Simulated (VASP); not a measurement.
# Pb (Lead): structure and properties in VASP, part 3 of 4

What structure and properties does PBEsol give Pb (Lead), and how near are they to the measured ones? Left out of this account: 1 further run (relaxation: a spoilt try). The start is a cell from a database of measured crystal structures.

VASP 6.6.1; PBEsol; plane waves and PAW (Pb_d).

Still holding for the runs below: The k-mesh is coarse for a metal.

So far. Step 4 (Bands along the symmetry lines (PBEsol)): There is no gap at this level. Step 5 (Total and projected DOS (PBEsol)): The finer mesh and the other smearing move the Fermi level by +0.15 eV from the 7×7×7 run, one measure of the sampling error in the zero of the bands above. Of the states within 0.3 eV of the Fermi level, the largest shares in the PAW spheres are Pb p 37 % and Pb s 6 %. The rest lies in smaller channels or between the spheres.

### Step 7. Volume scan with PBEsol, volume scale 0.94

An equation of state needs energies on both sides of the minimum, all on one mesh and cutoff.

INCAR reads:

```
SYSTEM = Pb
PREC = Accurate
ENCUT = 400
EDIFF = 1E-06
NELM = 100
ISMEAR = 1
SIGMA = 0.2
LREAL = .FALSE.
ALGO = Normal
GGA = PS
NBANDS = 13
LORBIT = 11
LWAVE = .FALSE.
LCHARG = .FALSE.
KPAR = 2
ISIF = 2
```

POSCAR reads:

```
Pb
1.0
    0.0000000000      2.4230326899      2.4230326899
    2.4230326899      0.0000000000      2.4230326899
    2.4230326899      2.4230326899      0.0000000000
Pb
1
Direct
    0.0000000000      0.0000000000      0.0000000000
```

KPOINTS reads:

```
Automatic mesh
0
Gamma
7 7 7
0 0 0
```

Potentials, in the order of the species: Pb_d (PBE family, release 64).

Run with:

```sh
$ mpirun -np 2 vasp_std
```

What it wrote:

```text
[... set-up lines as in an earlier step ...]
 entering main loop
       N       E                     dE             d eps       ncg     rms          rms(c)
DAV:   1     0.973005126397E+02    0.97301E+02   -0.61976E+03   530   0.107E+03
DAV:   2     0.462340927628E+00   -0.96838E+02   -0.93826E+02   550   0.286E+02
DAV:   3    -0.391246910392E+01   -0.43748E+01   -0.43664E+01   625   0.680E+01
DAV:   4    -0.400364291227E+01   -0.91174E-01   -0.91143E-01   651   0.103E+01
DAV:   5    -0.400769946581E+01   -0.40566E-02   -0.40565E-02   718   0.203E+00    0.637E-01
DAV:   6    -0.399304484557E+01    0.14655E-01   -0.17585E-02   665   0.247E+00    0.292E-01
DAV:   7    -0.398922118311E+01    0.38237E-02   -0.71854E-03   685   0.144E+00    0.850E-02
DAV:   8    -0.398894228280E+01    0.27890E-03   -0.39687E-04   798   0.332E-01    0.876E-03
DAV:   9    -0.398894000066E+01    0.22821E-05   -0.66499E-06   679   0.470E-02    0.430E-03
DAV:  10    -0.398893954984E+01    0.45082E-06   -0.36512E-07   460   0.585E-03
   1 F= -.39889395E+01 E0= -.39894430E+01  d E =0.151042E-02
```

Wall time 3.4 s (2 MPI ranks of Intel Xeon Platinum 8488C (Sapphire Rapids), shared host); peak memory 0.24 GiB.

From OUTCAR (step 7):

```text
   ENCUT  =  400.0 eV  29.40 Ry    5.42 a.u.   5.59  5.59  5.59*2*pi/ulx,y,z

   NELECT =      14.0000    total number of electrons

 E-fermi :   7.8217

 k-point     1 :       0.0000    0.0000    0.0000
  band No.  band energies     occupation
    ...
      2      -9.1928      2.00000
      3      -9.1928      2.00000
      4      -9.0199      2.00000
      5      -9.0199      2.00000
      6      -4.3812      2.00000
      7      15.7617      0.00000
      8      15.7617      0.00000
      9      15.7617      0.00000
     10      17.6306      0.00000
     11      19.9713      0.00000
    ...

  Total        0.6188231      0.6188231      0.6188231      0.0000000     -0.0000000     -0.0000000
  in kB       34.8473120     34.8473120     34.8473120      0.0000000     -0.0000000     -0.0000000
  external PRESSURE =      34.8473120 kB  Pullay stress =       0.0000000 kB

 POSITION                                       TOTAL-FORCE (eV/Angst)
 -----------------------------------------------------------------------------------
      0.00000      0.00000      0.00000         0.000000     -0.000000      0.000000
 -----------------------------------------------------------------------------------
    total drift:                                0.000000      0.000000     -0.000000

  FREE ENERGIE OF THE ION-ELECTRON SYSTEM (eV)
  ---------------------------------------------------
  free  energy   TOTEN  =        -3.9889395498 eV

  energy  without entropy=       -3.9904499701  energy(sigma->0) =       -3.98944302

[... 5 parts as in an earlier step ...]

[... 11 further parts left out ...]
```

The scan keeps the cell's shape and the fractional positions fixed.

This step gave:

```
SCF cycles              : 10
free energy (TOTEN)     : -3.989 eV
energy at zero smearing : -3.989 eV
Fermi energy            : 7.822 eV
pressure                : 3.485 GPa
```

The pressure here is 3.48 GPa.

### Step 8. Volume scan with PBEsol, volume scale 0.96

INCAR is that of step 7.

POSCAR reads:

```
Pb
1.0
    0.0000000000      2.4400968626      2.4400968626
    2.4400968626      0.0000000000      2.4400968626
    2.4400968626      2.4400968626      0.0000000000
Pb
1
Direct
    0.0000000000      0.0000000000      0.0000000000
```

KPOINTS is that of step 7.

Run with:

```sh
$ mpirun -np 2 vasp_std
```

What it wrote:

```text
[... set-up lines as in an earlier step ...]
 entering main loop
       N       E                     dE             d eps       ncg     rms          rms(c)
DAV:   1     0.100741367097E+03    0.10074E+03   -0.62484E+03   540   0.105E+03
DAV:   2     0.854497099855E+00   -0.99887E+02   -0.97527E+02   550   0.291E+02
DAV:   3    -0.391144030728E+01   -0.47659E+01   -0.47559E+01   660   0.709E+01
DAV:   4    -0.401230331108E+01   -0.10086E+00   -0.10085E+00   620   0.108E+01
DAV:   5    -0.401767953488E+01   -0.53762E-02   -0.53759E-02   774   0.234E+00    0.612E-01
DAV:   6    -0.400367735874E+01    0.14002E-01   -0.17418E-02   655   0.242E+00    0.282E-01
DAV:   8    -0.399984852843E+01    0.25067E-03   -0.39231E-04   806   0.332E-01    0.910E-03
DAV:   9    -0.399984621363E+01    0.23148E-05   -0.67869E-06   655   0.488E-02    0.432E-03
DAV:  10    -0.399984586063E+01    0.35300E-06   -0.42048E-07   455   0.676E-03
   1 F= -.39998459E+01 E0= -.40001966E+01  d E =0.105219E-02
```

The job ended after 3 s (2 MPI ranks; peak memory 0.24 GiB; 4.9 s of CPU time).

From OUTCAR (step 8):

```text
   ENCUT  =  400.0 eV  29.40 Ry    5.42 a.u.   5.63  5.63  5.63*2*pi/ulx,y,z

   NELECT =      14.0000    total number of electrons

 E-fermi :   7.5413

 k-point     1 :       0.0000    0.0000    0.0000
  band No.  band energies     occupation
    ...
      2      -9.4222      2.00000
      3      -9.4222      2.00000
      4      -9.2599      2.00000
      5      -9.2599      2.00000
      6      -4.4761      2.00000
      7      15.3428      0.00000
      8      15.3428      0.00000
      9      15.3428      0.00000
     10      17.3740      0.00000
     11      19.4515      0.00000
    ...

  Total        0.3928926      0.3928926      0.3928926      0.0000000      0.0000000     -0.0000000
  in kB       21.6637305     21.6637305     21.6637305      0.0000000      0.0000000     -0.0000000
  external PRESSURE =      21.6637305 kB  Pullay stress =       0.0000000 kB

 POSITION                                       TOTAL-FORCE (eV/Angst)
 -----------------------------------------------------------------------------------
      0.00000      0.00000      0.00000         0.000000      0.000000      0.000000
 -----------------------------------------------------------------------------------
    total drift:                               -0.000000      0.000000      0.000000

  FREE ENERGIE OF THE ION-ELECTRON SYSTEM (eV)
  ---------------------------------------------------
  free  energy   TOTEN  =        -3.9998458606 eV

  energy  without entropy=       -4.0008980461  energy(sigma->0) =       -4.00019659

[... 5 parts as in an earlier step ...]

[... 11 further parts left out ...]
```

Numbers from this step:

* free energy (TOTEN): -4.000 eV
* energy at zero smearing: -4.000 eV
* Fermi energy: 7.541 eV
* pressure: 2.166 GPa

The pressure falls from 3.48 to 2.17 GPa.

The run ends at a pressure of 2.17 GPa.

### Step 9. Volume scan with PBEsol, volume scale 0.98

INCAR is that of step 8.

POSCAR reads:

```
Pb
1.0
    0.0000000000      2.4569256486      2.4569256486
    2.4569256486      0.0000000000      2.4569256486
    2.4569256486      2.4569256486      0.0000000000
Pb
1
Direct
    0.0000000000      0.0000000000      0.0000000000
```

KPOINTS is that of step 8.

Run with:

```sh
$ mpirun -np 2 vasp_std
```

What it wrote:

```text
[... set-up lines as in an earlier step ...]
 entering main loop
       N       E                     dE             d eps       ncg     rms          rms(c)
DAV:   1     0.102572211293E+03    0.10257E+03   -0.61432E+03   543   0.107E+03
DAV:   2     0.682772005946E+00   -0.10189E+03   -0.98236E+02   555   0.297E+02
DAV:   3    -0.391956513900E+01   -0.46023E+01   -0.45938E+01   645   0.686E+01
DAV:   4    -0.401840306360E+01   -0.98838E-01   -0.98815E-01   643   0.107E+01
[...]
DAV:   8    -0.400617227604E+01    0.22548E-03   -0.37836E-04   798   0.326E-01    0.890E-03
DAV:   9    -0.400617060409E+01    0.16719E-05   -0.69631E-06   673   0.482E-02    0.422E-03
DAV:  10    -0.400617033526E+01    0.26883E-06   -0.43832E-07   430   0.892E-03
   1 F= -.40061703E+01 E0= -.40063376E+01  d E =0.501818E-03
```

It took 3.2 s on 2 MPI ranks; peak memory 0.24 GiB; 5.1 s of CPU time.

OUTCAR, selected parts (step 9):

```text
  Total        0.1895482      0.1895482      0.1895482      0.0000000     -0.0000000      0.0000000
  in kB       10.2382116     10.2382116     10.2382116      0.0000000     -0.0000000      0.0000000
  external PRESSURE =      10.2382116 kB  Pullay stress =       0.0000000 kB

  FREE ENERGIE OF THE ION-ELECTRON SYSTEM (eV)
  ---------------------------------------------------
  free  energy   TOTEN  =        -4.0061703353 eV

  energy  without entropy=       -4.0066721532  energy(sigma->0) =       -4.00633761

[... 2 parts as in an earlier step ...]

[... 2 further parts left out ...]
[key lines of the parts left out:]
E-fermi :   7.2787
```

The pressure falls from 2.17 to 1.02 GPa.

The run ends at a pressure of 1.02 GPa.

### Step 10. Volume scan with PBEsol, volume scale 1

INCAR is that of step 9.

POSCAR reads:

```
Pb
1.0
    0.0000000000      2.4735270012      2.4735270012
    2.4735270012      0.0000000000      2.4735270012
    2.4735270012      2.4735270012      0.0000000000
Pb
1
Direct
    0.0000000000      0.0000000000      0.0000000000
```

KPOINTS is that of step 9.

Run with:

```sh
$ mpirun -np 2 vasp_std
```

What it wrote:

```text
[... set-up lines as in an earlier step ...]
 entering main loop
       N       E                     dE             d eps       ncg     rms          rms(c)
[... 9 cycles as in an earlier step ...]
   1 F= -.40084625E+01 E0= -.40085036E+01  d E =0.123226E-03
```

Elapsed: 3 s, on 2 MPI ranks; peak memory 0.25 GiB; 4.9 s of CPU time.

Parts of OUTCAR (step 10):

```text
[... 6 parts as in an earlier step ...]

[... 1 further part left out ...]
[key lines of the parts left out:]
E-fermi :   7.0323
```

The pressure falls from 1.02 to 0.02 GPa.

The run ends at a pressure of 0.02 GPa.

### Step 11. Volume scan with PBEsol, volume scale 1.02

INCAR is that of step 10.

POSCAR reads:

```
Pb
1.0
    0.0000000000      2.4899084521      2.4899084521
    2.4899084521      0.0000000000      2.4899084521
    2.4899084521      2.4899084521      0.0000000000
Pb
1
Direct
    0.0000000000      0.0000000000      0.0000000000
```

KPOINTS is that of step 10.

Run with:

```sh
$ mpirun -np 2 vasp_std
```

What it wrote:

```text
[... set-up lines as in an earlier step ...]
 entering main loop
       N       E                     dE             d eps       ncg     rms          rms(c)
DAV:   1     0.957123677053E+02    0.95712E+02   -0.62459E+03   528   0.103E+03
DAV:   2     0.388498775443E+00   -0.95324E+02   -0.92593E+02   525   0.280E+02
DAV:   3    -0.392834360674E+01   -0.43168E+01   -0.43092E+01   660   0.669E+01
DAV:   4    -0.401838363831E+01   -0.90040E-01   -0.90030E-01   623   0.104E+01
DAV:   5    -0.402273431232E+01   -0.43507E-02   -0.43506E-02   776   0.200E+00    0.548E-01
DAV:   6    -0.401030943487E+01    0.12425E-01   -0.15938E-02   640   0.227E+00    0.258E-01
DAV:   7    -0.400734567837E+01    0.29638E-02   -0.65089E-03   690   0.130E+00    0.874E-02
DAV:   8    -0.400716458194E+01    0.18110E-03   -0.35516E-04   760   0.317E-01    0.886E-03
DAV:   9    -0.400716383223E+01    0.74971E-06   -0.64596E-06   696   0.447E-02
   1 F= -.40071638E+01 E0= -.40071649E+01  d E =0.334821E-05
```

Elapsed: 3.4 s, on 2 MPI ranks; peak memory 0.25 GiB; 5.3 s of CPU time.

From OUTCAR (step 11):

```text
  Total       -0.1644464     -0.1644464     -0.1644464     -0.0000000      0.0000000     -0.0000000
  in kB       -8.5340403     -8.5340403     -8.5340403     -0.0000000      0.0000000     -0.0000000
  external PRESSURE =      -8.5340403 kB  Pullay stress =       0.0000000 kB

  FREE ENERGIE OF THE ION-ELECTRON SYSTEM (eV)
  ---------------------------------------------------
  free  energy   TOTEN  =        -4.0071638322 eV

  energy  without entropy=       -4.0071671804  energy(sigma->0) =       -4.00716495

[... 2 parts as in an earlier step ...]

[... 2 further parts left out ...]
[key lines of the parts left out:]
E-fermi :   6.8005
```

The pressure falls from 0.02 to -0.85 GPa.

The run ends at a pressure of -0.85 GPa.

### Step 12. Volume scan with PBEsol, volume scale 1.04

INCAR is that of step 11.

POSCAR reads:

```
Pb
1.0
    0.0000000000      2.5060771419      2.5060771419
    2.5060771419      0.0000000000      2.5060771419
    2.5060771419      2.5060771419      0.0000000000
Pb
1
Direct
    0.0000000000      0.0000000000      0.0000000000
```

KPOINTS is that of step 11.

Run with:

```sh
$ mpirun -np 2 vasp_std
```

What it wrote:

```text
[... set-up lines as in an earlier step ...]
 entering main loop
       N       E                     dE             d eps       ncg     rms          rms(c)
DAV:   1     0.925691695291E+02    0.92569E+02   -0.60630E+03   538   0.103E+03
DAV:   2     0.548796961047E+00   -0.92020E+02   -0.88806E+02   535   0.276E+02
DAV:   3    -0.391400896329E+01   -0.44628E+01   -0.44495E+01   650   0.670E+01
DAV:   4    -0.401390724133E+01   -0.99898E-01   -0.99875E-01   654   0.109E+01
[...]
DAV:   8    -0.400268975106E+01    0.15588E-03   -0.38263E-04   767   0.331E-01    0.104E-02
DAV:   9    -0.400268770500E+01    0.20461E-05   -0.84288E-06   658   0.530E-02    0.443E-03
DAV:  10    -0.400268773178E+01   -0.26775E-07   -0.63805E-07   425   0.110E-02
   1 F= -.40026877E+01 E0= -.40027264E+01  d E =0.116007E-03
```

The job ended after 2.8 s (2 MPI ranks; peak memory 0.24 GiB).

From OUTCAR (step 12):

```text
  Total       -0.3259318     -0.3259318     -0.3259318      0.0000000      0.0000000      0.0000000
  in kB      -16.5891451    -16.5891451    -16.5891451      0.0000000      0.0000000      0.0000000
  external PRESSURE =     -16.5891451 kB  Pullay stress =       0.0000000 kB

 POSITION                                       TOTAL-FORCE (eV/Angst)
 -----------------------------------------------------------------------------------
      0.00000      0.00000      0.00000         0.000000      0.000000      0.000000
 -----------------------------------------------------------------------------------
    total drift:                                0.000000      0.000000     -0.000000

  FREE ENERGIE OF THE ION-ELECTRON SYSTEM (eV)
  ---------------------------------------------------
  free  energy   TOTEN  =        -4.0026877318 eV

  energy  without entropy=       -4.0028037387  energy(sigma->0) =       -4.00272640

[... 1 part as in an earlier step ...]

[... 2 further parts left out ...]
[key lines of the parts left out:]
E-fermi :   6.5819
```

The pressure falls from -0.85 to -1.66 GPa.

The run ends at a pressure of -1.66 GPa.

### Step 13. Volume scan with PBEsol, volume scale 1.06

A prediction first. A parabola through the 6 pressures of evenly scaled cells so far, P = 0.01 -47.6 t +135 t² GPa with t = ln(V/V₁) and V₁ the volume at scale 1, gives -2.30 GPa at t = +0.0583.

INCAR is that of step 12.

POSCAR reads:

```
Pb
1.0
    0.0000000000      2.5220398470      2.5220398470
    2.5220398470      0.0000000000      2.5220398470
    2.5220398470      2.5220398470      0.0000000000
Pb
1
Direct
    0.0000000000      0.0000000000      0.0000000000
```

KPOINTS is that of step 12.

Run with:

```sh
$ mpirun -np 2 vasp_std
```

What it wrote:

```text
[... set-up lines as in an earlier step ...]
 entering main loop
       N       E                     dE             d eps       ncg     rms          rms(c)
DAV:   1     0.975417300781E+02    0.97542E+02   -0.61994E+03   548   0.104E+03
DAV:   2     0.594080394008E+00   -0.96948E+02   -0.94380E+02   550   0.285E+02
DAV:   3    -0.390581275236E+01   -0.44999E+01   -0.44871E+01   663   0.675E+01
DAV:   4    -0.400472539757E+01   -0.98913E-01   -0.98892E-01   648   0.110E+01
[...]
DAV:   8    -0.399541016278E+01    0.13122E-03   -0.42757E-04   748   0.356E-01    0.122E-02
DAV:   9    -0.399540654255E+01    0.36202E-05   -0.13987E-05   670   0.693E-02    0.471E-03
DAV:  10    -0.399540666370E+01   -0.12115E-06   -0.83788E-07   410   0.120E-02
   1 F= -.39954067E+01 E0= -.39955328E+01  d E =0.378302E-03
```

Elapsed: 3.2 s, on 2 MPI ranks; peak memory 0.25 GiB; 5.1 s of CPU time.

From OUTCAR (step 13):

```text
  Total       -0.4748135     -0.4748135     -0.4748135     -0.0000000     -0.0000000      0.0000000
  in kB      -23.7108883    -23.7108883    -23.7108883     -0.0000000     -0.0000000      0.0000000
  external PRESSURE =     -23.7108883 kB  Pullay stress =       0.0000000 kB

 POSITION                                       TOTAL-FORCE (eV/Angst)
 -----------------------------------------------------------------------------------
      0.00000      0.00000      0.00000         0.000000      0.000000      0.000000
 -----------------------------------------------------------------------------------
    total drift:                                0.000000     -0.000000     -0.000000

  FREE ENERGIE OF THE ION-ELECTRON SYSTEM (eV)
  ---------------------------------------------------
  free  energy   TOTEN  =        -3.9954066637 eV

  energy  without entropy=       -3.9957849653  energy(sigma->0) =       -3.99553276

[... 1 part as in an earlier step ...]

[... 2 further parts left out ...]
[key lines of the parts left out:]
E-fermi :   6.3753
```

The pressure falls from -1.66 to -2.37 GPa. The parabola predicted -2.30 GPa, +0.07 GPa off.

### Step 14. The series together

Times are for 2 MPI ranks of Intel Xeon Platinum 8488C (Sapphire Rapids), shared host. The runs compared:

```tsv
no.	volume scale	energy above the lowest point (meV/atom)	pressure (GPa)	time	memory (GiB)
1	0.94	19.06	3.485	3.4 s	0.24
2	0.96	8.31	2.166	3 s	0.24
3	0.98	2.17	1.024	3.2 s	0.24
4	1	0	0.01608	3 s	0.25
5	1.02	1.34	-0.8534	3.4 s	0.25
6	1.04	5.78	-1.659	2.8 s	0.24
7	1.06	12.97	-2.371	3.2 s	0.25
```

### Step 15. Fit for PBEsol

This step: Birch-Murnaghan fit, PBEsol; plane waves and PAW (VASP 6.6.1).

No new run; the numbers come from the runs before.

This step gave:

| Item | Value |
| --- | --- |
| pressure derivative of the bulk modulus | 5.436 |
| r.m.s. error of the fit | 1.22e-5 eV/atom |
| minimum inside the sampled range | yes |
| bulk modulus | 46.07 GPa |
| equilibrium volume of the fit | 30.33 Å³/atom |

Energy above the fitted minimum against volume:

```tsv
volume (Å³/atom)	energy above the fitted minimum (eV/atom)
28.45	0.0191
29.06	0.00834
29.66	0.00219
30.27	2.8e-5
30.87	0.00137
31.48	0.00581
32.08	0.0130
```

The fitted volume lies +0.19 % from the relaxed one. At a finite cutoff and mesh the minimum of the energy and the zero of the stress don't quite coincide, and the relaxation stops at a threshold.

[end of part 3 of 4]

[Lines on the potential files, build, host, timing and source positions are cut from VASP's logs without a mark.]

[Logs are printed without paths, hosts, clocks, repeated set-up lines and the standing remarks that a program may print on its own settings, such as how far it seeks lower states.]

[Hosts, paths, dates, database ids (printed as entryN), source tags and the programs' standing remarks are cut or masked in the printed files.]

[A measured line is paired with the nearest computed mode of its activity, which favours agreement.]
